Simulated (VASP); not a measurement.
**Be₃CdSe₄ (ordered alloy cell): computed properties**

Computed with PBEsol GGA, VASP's PBE PAW potentials (set 64) (plane waves; VASP 6.6.1).

```
Quantity                                                                         Value
---------------------------------------------  ---------------------------------------
space group                                                                P-43m (215)
cell                                           a = b = c = 5.384 Å, α = β = γ = 90.00°
volume per atom                                                          19.51 Å³/atom
band gap (over mesh and band path)                                             2.62 eV
smallest direct gap (over mesh and band path)                                  2.63 eV
band-edge character                                         indirect, Γ to Γ-X at 0.14
density                                                                     4.84 g/cm³
```

```cif
data_Be3CdSe4
_chemical_formula_sum 'Cd1 Se4 Be3'
_space_group_name_H-M_alt 'P 1'
_space_group_IT_number 1
_cell_length_a 5.38416
_cell_length_b 5.38416
_cell_length_c 5.38416
_cell_angle_alpha 90.000
_cell_angle_beta 90.000
_cell_angle_gamma 90.000
loop_
_space_group_symop_operation_xyz
  'x, y, z'
loop_
_atom_site_label
_atom_site_type_symbol
_atom_site_fract_x
_atom_site_fract_y
_atom_site_fract_z
_atom_site_occupancy
Cd1 Cd 0.00000 0.00000 0.00000 1
Se1 Se 0.27239 0.27239 0.27239 1
Se2 Se 0.72761 0.72761 0.27239 1
Se3 Se 0.72761 0.27239 0.72761 1
Se4 Se 0.27239 0.72761 0.72761 1
Be1 Be 0.50000 0.50000 0.00000 1
Be2 Be 0.50000 0.00000 0.50000 1
Be3 Be 0.00000 0.50000 0.50000 1
```

The structure was generated: Be3CdSe4 was put into an ordered model structure (P-43m), which need not be its known phase. It was relaxed first. Symmetry was kept, so distortions that lower it aren't found.
